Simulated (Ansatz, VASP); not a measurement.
# WAu in VASP and in Ansatz

```
W Au
1.0
     0.00000    2.90921    2.90921
     2.90921    0.00000    2.90921
     2.90921    2.90921    0.00000
W Au
1 1
Cartesian
  0.0000 0.0000 0.0000
  4.3638 4.3638 4.3638
```

The cell was built by a generator and needn't be a form met in nature.

Alike in both runs: task band structure; functional PBEsol; k mesh 6 × 6 × 6; occupations fermi-dirac, width 0.05 eV; no spin polarisation.

|  | VASP | Ansatz |
| --- | --- | --- |
| version | VASP 6.6.1 | Ansatz 0.2.0 |
| potentials or method | VASP PAW PBE potentials, release 64 (W_sv, Au) | Ansatz PAW |
| plane-wave cutoff (eV) | 520 | 420 |
| valence electrons in the cell | 25 | 33 |

|  | VASP | Ansatz | Ansatz less VASP |
| --- | --- | --- | --- |
| gap on the k mesh at the Fermi level (eV) | none | none | - |
| pressure (GPa) | -4.8 | -4.9 | -0.05 |

A gap of «none» marks a metal or a gap that the smearing closes. The two sets of potentials don't hold the same shells in valence.

Caveats: spin-orbit coupling is left out, which moves the levels of the heavy elements; the PAW data sets were made with another functional, which shifts forces and pressure a little (VASP); the PAW data sets come from PBE, with cores solved anew for the run's functional, which leaves a small shift of forces and pressure (Ansatz).
